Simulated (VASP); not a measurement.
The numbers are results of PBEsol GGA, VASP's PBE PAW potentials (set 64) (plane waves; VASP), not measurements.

The input files of a VASP run:

POSCAR:
```
Cd
1
    2.9672193607    -0.0000000000     0.0000000000
   -1.4836096804     2.5696876379    -0.0000000000
    0.0000000000     0.0000000000     5.5032259794
Cd
2
Direct
  0.6666670000   0.3333330000   0.7500000000
  0.3333330000   0.6666670000   0.2500000000
```

KPOINTS:
```
Automatic mesh
0
gamma
  13 13 6
0 0 0
```

INCAR:
```
ALGO=Normal
EDIFF=1E-6
EDIFFG=-0.01
ENCUT=480
GGA=PS
IBRION=2
ISIF=3
ISMEAR=1
LASPH=.TRUE.
LCHARG=.FALSE.
LMAXMIX=4
LREAL=.FALSE.
LWAVE=.FALSE.
NELM=100
NSW=60
PREC=Accurate
SIGMA=0.1
SYSTEM=Cd
```

POTCAR, in this order: Cd (PBE.64 set). Program: vasp_std.

Output

File OUTCAR:
```
 ion  position               nearest neighbor table
   1  0.667  0.333  0.750-   2 3.24   2 3.24   2 3.24   2 3.24   2 3.24   2 3.24
   2  0.333  0.667  0.250-   1 3.24   1 3.24   1 3.24   1 3.24   1 3.24   1 3.24
  LATTYP: Found a hexagonal cell.
 ALAT       =     2.9672193607
 C/A-ratio  =     1.8546744647
 Subroutine PRICEL returns:
 Original cell was already a primitive cell.
 Subroutine GETGRP returns: Found 24 space group operations
The static configuration has the point symmetry D_3d.
 The point group associated with its full space group is D_6h.
The dynamic configuration has the point symmetry D_3d.
 Subroutine INISYM returns: Found 24 space group operations
 Subroutine IBZKPT returns following result:
 Found     84 irreducible k-points:

 Following reciprocal coordinates:
            Coordinates               Weight
  0.000000  0.000000  0.000000      1.000000
  0.076923  0.000000  0.000000      6.000000
  0.153846 -0.000000  0.000000      6.000000
  0.230769 -0.000000  0.000000      6.000000
  0.307692 -0.000000  0.000000      6.000000
  0.384615 -0.000000  0.000000      6.000000
  0.461538 -0.000000  0.000000      6.000000
  0.076923  0.076923  0.000000      6.000000
  0.153846  0.076923  0.000000     12.000000
  0.230769  0.076923  0.000000     12.000000
  0.307692  0.076923  0.000000     12.000000
  0.384615  0.076923  0.000000     12.000000
  0.461538  0.076923  0.000000      6.000000
  0.153846  0.153846  0.000000      6.000000
  0.230769  0.153846  0.000000     12.000000
  0.307692  0.153846  0.000000     12.000000
  0.384615  0.153846  0.000000     12.000000
  0.230769  0.230769  0.000000      6.000000
  0.307692  0.230769  0.000000     12.000000
  0.384615  0.230769  0.000000      6.000000
  0.307692  0.307692  0.000000      6.000000
  0.000000  0.000000  0.166667      2.000000
...
```

OSZICAR:
```
       N       E                     dE             d eps       ncg     rms          rms(c)
DAV:   1     0.157900721103E+03    0.15790E+03   -0.12897E+04  2688   0.142E+03
DAV:   2     0.582296442515E+00   -0.15732E+03   -0.15379E+03  2720   0.364E+02
DAV:   3    -0.259397326045E+01   -0.31763E+01   -0.31730E+01  3448   0.618E+01
DAV:   4    -0.259748796509E+01   -0.35147E-02   -0.35146E-02  3056   0.178E+00
DAV:   5    -0.259749735854E+01   -0.93934E-05   -0.93933E-05  3456   0.876E-02    0.476E+00
DAV:   6    -0.242607193394E+01    0.17143E+00   -0.47798E-01  2864   0.925E+00    0.375E+00
DAV:   7    -0.241374041279E+01    0.12332E-01   -0.38127E-02  3032   0.201E+00    0.198E+00
DAV:   8    -0.241192307997E+01    0.18173E-02   -0.34332E-03  2944   0.865E-01    0.104E-01
DAV:   9    -0.241193553842E+01   -0.12458E-04   -0.27769E-05  3392   0.651E-02    0.450E-02
DAV:  10    -0.241195643008E+01   -0.20892E-04   -0.15280E-05  3016   0.483E-02    0.335E-03
DAV:  11    -0.241195634059E+01    0.89491E-07   -0.11145E-07  1824   0.358E-03
   1 F= -.24119563E+01 E0= -.24120266E+01  d E =-.241196E+01
```

File OUTCAR:
```
------------------------ aborting loop because EDIFF is reached ----------------------------------------
  FORCE on cell =-STRESS in cart. coord.  units (eV):
  Direction    XX          YY          ZZ          XY          YZ          ZX
  --------------------------------------------------------------------------------------
  Total        0.0055938      0.0055938     -0.0052507     -0.0000000      0.0000000      0.0000000
  in kB        0.2135856      0.2135857     -0.2004859     -0.0000000      0.0000000      0.0000000
  external PRESSURE =       0.0755618 kB  Pullay stress =       0.0000000 kB
  volume of cell :       41.96
      direct lattice vectors                 reciprocal lattice vectors
     2.967219361  0.000000000  0.000000000     0.337015865  0.194576178  0.000000000
    -1.483609680  2.569687638  0.000000000     0.000000000  0.389152357  0.000000000
     0.000000000  0.000000000  5.503225979     0.000000000  0.000000000  0.181711600
 POSITION                                       TOTAL-FORCE (eV/Angst)
 -----------------------------------------------------------------------------------
      1.48361      0.85656      4.12742         0.000000      0.000000      0.000000
     -0.00000      1.71313      1.37581        -0.000000      0.000000      0.000000
 -----------------------------------------------------------------------------------
    total drift:                                0.000032     -0.000019      0.000092
  FREE ENERGIE OF THE ION-ELECTRON SYSTEM (eV)
  ---------------------------------------------------
  free  energy   TOTEN  =        -2.4119563406 eV

  energy  without entropy=       -2.4121672126  energy(sigma->0) =       -2.41202663

 reached required accuracy - stopping structural energy minimisation
```
(Selected blocks of OUTCAR.)

The compound is Cd in the hcp structure. It was relaxed first. The start is the result of an earlier pass.
